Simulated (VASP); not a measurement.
Input:

```yaml
crystal:
  lattice:
    - [1.92176, -3.32859, 0.00000]
    - [1.92176, 3.32859, 0.00000]
    - [0.00000, 0.00000, 6.29459]
  atoms:
    - { symbol: Zn, position: [0.66667, 0.33333, 0.50012] }
    - { symbol: Zn, position: [0.33333, 0.66667, 0.00012] }
    - { symbol: S, position: [0.66667, 0.33333, 0.87488] }
    - { symbol: S, position: [0.33333, 0.66667, 0.37488] }
```

The numbers are results of PBE GGA with D3 dispersion (zero damping), VASP's PBE PAW potentials (set 64) (plane waves; VASP), not measurements. Run with 520 eV cut-off, 7×7×4 Γ-centred mesh, Gaussian smearing of 0.050 eV, potentials Zn S.

Question: Give the stress tensor in GPa (positive for a compressed cell).

Answer: 
```
-2.24   0.00   0.00
 0.00  -2.24   0.00
 0.00   0.00  -2.13
```
The pressure is its mean diagonal, -2.20 GPa.

The compound is ZnS in the wurtzite structure, the high-temperature form. This cell is one point of a volume scan, at 1.03 of the reference volume.
